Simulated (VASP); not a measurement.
OSZICAR of a VASP run on InSb (zinc blende):

OSZICAR:
```
       N       E                     dE             d eps       ncg     rms          rms(c)
DAV:   1     0.110382576153E+03    0.11038E+03   -0.80165E+03  1222   0.133E+03
DAV:   2     0.836847407867E+00   -0.10955E+03   -0.10686E+03  1257   0.301E+02
DAV:   3    -0.687488652532E+01   -0.77117E+01   -0.76442E+01  1602   0.876E+01
DAV:   4    -0.708183803718E+01   -0.20695E+00   -0.20686E+00  1486   0.172E+01
DAV:   5    -0.708998993978E+01   -0.81519E-02   -0.81517E-02  1730   0.273E+00    0.358E+00
DAV:   6    -0.699537242268E+01    0.94618E-01   -0.19963E-01  1675   0.737E+00    0.203E+00
DAV:   7    -0.698569703040E+01    0.96754E-02   -0.60407E-02  1573   0.267E+00    0.592E-01
DAV:   8    -0.698644755067E+01   -0.75052E-03   -0.68049E-03  1594   0.106E+00    0.210E-01
DAV:   9    -0.698709885803E+01   -0.65131E-03   -0.90357E-04  1382   0.295E-01    0.687E-02
DAV:  10    -0.698714744468E+01   -0.48587E-04   -0.48187E-05  1578   0.540E-02    0.280E-02
DAV:  11    -0.698719500189E+01   -0.47557E-04   -0.91806E-05  1307   0.696E-02    0.222E-02
DAV:  12    -0.698719550219E+01   -0.50030E-06   -0.10629E-06  1382   0.838E-03    0.102E-02
DAV:  13    -0.698719651434E+01   -0.10121E-05   -0.20478E-06  1332   0.136E-02    0.416E-03
DAV:  14    -0.698719644199E+01    0.72348E-07   -0.71892E-08  1104   0.223E-03
   1 F= -.69871964E+01 E0= -.69872741E+01  d E =0.232940E-03
```

Q: Which electronic solver shows in the log?

A: It is blocked Davidson (ALGO = Normal, or the opening steps of other solvers). The INCAR had ALGO = Normal.

Q: Can the final energy be trusted as converged?

A: The run converged. It stopped with EDIFF = 1E-7, NELM = 100 (PW91 GGA, plane waves, VASP's PBE PAW potentials (set 64)).

The compound is InSb in the zinc blende structure. This cell is one point of a volume scan, at 1.06 of the reference volume.
